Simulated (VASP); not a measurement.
AsH3, in a box:

```
CELL_PARAMETERS angstrom
12.55720 0.00000 0.00000
0.00000 13.05720 0.00000
0.00000 0.00000 13.55720
ATOMIC_POSITIONS crystal
As 0.52424 0.50721 0.45725
H 0.52325 0.41149 0.52352
H 0.54775 0.57516 0.54744
H 0.40380 0.52132 0.47348
```

Base run:

| Property | Result |
| --- | --- |
| Program | VASP 6.6.1 |
| Functional | PBEsol |
| Potentials or basis | VASP PAW PBE potentials, release 64 (As, H) |
| Cutoff | 400 eV |
| k mesh | 1 × 1 × 1 |
| Occupations | gaussian, width 0.01 eV |
| Spin | no spin polarisation |

Its results: gap between the frontier levels 6.02 eV; largest force 0.106 eV/Å.

**Question.** After a change of settings the same cell gave: gap between the frontier levels 5.82 eV; largest force 0.048 eV/Å. Which change was it?
A. functional from PBEsol to rev-vdW-DF2
B. functional from PBEsol to PBE; dispersion from none to D4
C. functional from PBEsol to r2SCAN; dispersion from none to rVV10
D. functional from PBEsol to PBE

**Answer.** A.

Caveats: the PAW data sets were made with another functional, which shifts forces and pressure a little.
